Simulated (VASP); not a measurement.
```
CELL_PARAMETERS angstrom
      0.00000     3.53921     3.53921
      3.53921     0.00000     3.53921
      3.53921     3.53921     0.00000
ATOMIC_POSITIONS crystal
  Ba 0.00000 0.00000 0.00000
  Te 0.50000 0.50000 0.50000
```

Level of theory: SCAN meta-GGA, VASP's PBE PAW potentials (set 64) (plane waves; VASP). Run with 520 eV cut-off, 7×7×7 Γ-centred mesh, tetrahedra with Blöchl corrections, potentials Ba_sv Te.

Unless said otherwise, spin-orbit coupling is left out, though it shifts the bands of the heavy elements here.

Give the energies of bands 6 to 11 at the high-symmetry points, in eV from the valence-band maximum.

```tsv
band	Γ	X	U	L	W
6	0.00	-1.14	-1.21	-2.14	-1.21
7	0.00	-0.39	-1.05	-1.05	-0.93
8	0.00	-0.39	-0.74	-1.05	-0.93
9	3.35	1.92	2.97	4.56	3.90
10	3.35	4.92	5.40	5.16	3.90
11	3.35	5.15	5.60	5.33	5.33
```

The gap is indirect, 1.92 eV, from the valence maximum at Γ to the conduction minimum at X.

The compound is BaTe in the rock salt structure. It was relaxed first.
